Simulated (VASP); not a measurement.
Given:

```
CELL_PARAMETERS angstrom
      0.00000     2.79414     2.79414
      2.79414     0.00000     2.79414
      2.79414     2.79414     0.00000
ATOMIC_POSITIONS crystal
  Mo 0.00000 0.00000 0.00000
  As 0.25000 0.25000 0.25000
```

The numbers are results of PBEsol GGA, VASP's PBE PAW potentials (set 64) (plane waves; VASP), not measurements. Run with 400 eV cut-off, Gaussian smearing of 0.050 eV, potentials Mo_sv As.

Give the energies of bands 6 to 12 at the high-symmetry points, in eV from the Fermi level.

| band | Γ | X | U | L | W |
|---|---|---|---|---|---|
| 6 | -3.58 | -4.89 | -4.36 | -4.25 | -4.03 |
| 7 | -3.58 | -2.02 | -2.70 | -3.15 | -3.32 |
| 8 | -3.58 | -2.02 | -2.40 | -3.15 | -1.98 |
| 9 | -0.28 | -1.16 | -1.28 | 0.08 | -1.29 |
| 10 | -0.28 | 0.44 | -0.04 | 0.08 | -0.27 |
| 11 | 3.12 | 0.79 | 0.65 | 0.45 | 0.57 |
| 12 | 6.02 | 1.28 | 1.93 | 3.59 | 1.48 |

It has no gap at this level: it comes out as a metal or semimetal.

The structure was generated: MoAs was put into the zinc blende type (F-43m), which need not be its known phase. It was relaxed first, which changed the volume by -30 %. The electron count is odd and the run is not spin-polarised, which forces a metal.
